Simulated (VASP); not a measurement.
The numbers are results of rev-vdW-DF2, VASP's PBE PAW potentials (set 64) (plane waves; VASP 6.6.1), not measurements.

The input files of a VASP run:

**INCAR**
```
! general
SYSTEM   = ZnO
PREC     = Accurate
ENCUT    = 520
LREAL    = .FALSE.
LASPH    = .TRUE.

! electronic loop
EDIFF    = 1E-6
NELM     = 100
ALGO     = Normal
LMAXMIX  = 4

! smearing
ISMEAR   = 0
SIGMA    = 0.05

! functional
GGA      = MK
LUSE_VDW = .TRUE.
AGGAC    = 0.0
PARAM1   = 0.1234568
PARAM2   = 0.7114
ZAB_VDW  = -1.8867

! ions
IBRION   = 2
NSW      = 60
ISIF     = 3
EDIFFG   = -0.02

! output
LWAVE    = .FALSE.
LCHARG   = .FALSE.
```

**POSCAR**
```
ZnO
1.0
  1.6218615238  -2.8091469972   0.0000000000
  1.6218615238   2.8091469972   0.0000000000
  0.0000000000   0.0000000000   5.2012397891
Zn O
2 2
Cart
  1.6218615238  -0.9363842052   2.6015050582
  1.6218615238   0.9363842052   0.0008851636
  1.6218615238  -0.9363842052   4.5866083304
  1.6218615238   0.9363842052   1.9859884358
```

KPOINTS:
```
Automatic mesh
0
Gamma
7 7 4
0 0 0
```

POTCAR, in this order: Zn O (PBE.64 set). Program: vasp_std.

Energy and stress use the plane-wave basis of the starting cell.

Q: Predict the energy per atom (σ→0), volume per atom.

A: 
| Quantity | Value |
|---|---|
| energy per atom (σ→0) | -238.6 kJ/mol of atoms |
| volume per atom | 12.15 Å^3/atom |

**OSZICAR**
```
...
   5 F= -.98923568E+01 E0= -.98923568E+01  d E =-.254058E-03
       N       E                     dE             d eps       ncg     rms          rms(c)
DAV:   1    -0.989625068159E+01   -0.38939E-02   -0.40904E-01  1056   0.525E+00    0.424E-01
DAV:   2    -0.989416194175E+01    0.20887E-02   -0.75578E-03  1244   0.140E+00    0.255E-01
DAV:   3    -0.989274342108E+01    0.14185E-02   -0.12971E-03  1524   0.614E-01    0.271E-02
DAV:   4    -0.989276950886E+01   -0.26088E-04   -0.33720E-04  1056   0.174E-01    0.150E-02
DAV:   5    -0.989276989884E+01   -0.38998E-06   -0.90760E-06  1200   0.307E-02
   6 F= -.98927699E+01 E0= -.98927699E+01  d E =-.667121E-03
```

The compound is ZnO in the wurtzite structure. This run relaxes it. Symmetry was kept, so distortions that lower it aren't found.
